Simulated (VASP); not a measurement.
Space group Pm-3m (No. 221); a = b = c = 2.8777 Å, α = β = γ = 90.00°

| atom | site | symmetry | x | y | z |
|---|---|---|---|---|---|
| Al | 1b | m-3m | 0.5000 | 0.5000 | 0.5000 |
| Ni | 1a | m-3m | 0.0000 | 0.0000 | 0.0000 |

Method: rev-vdW-DF2, VASP's PBE PAW potentials (set 64) (plane waves; VASP). Run with 520 eV cut-off, 13×13×13 Γ-centred mesh, first-order Methfessel-Paxton smearing of 0.10 eV, potentials Al Ni.

### Question
Give the energy at these volumes per atom, relative to the lowest: 11.23, 11.58, 11.94, 12.30, 12.66 Å³.

### Answer
22.8, 5.0, 0.0, 6.0, 21.2 meV/atom. A third-order Birch-Murnaghan fit gives B0 = 164 GPa and B0′ = 4.4.

Measured: bulk modulus 156 GPa (computed value off by +5.2 %), as given by Yamada et al., (2019), arXiv:1910.09660; a 2.882 Å at 0 K (computed value off by -0.1 %), as given by H. Levämäki et al., Physical Review B (2014), arXiv:1402.3671 [extrapolated to 0 K, zero-point anharmonic expansion removed (Haas, Tran, Blaha 2009)]. The calculation is for a static lattice, while the measured bulk modulus holds thermal and zero-point effects, which are part of the difference.

The compound is NiAl in the CsCl type structure. It was relaxed first. The run is not spin-polarised, so no magnetic state was tried.
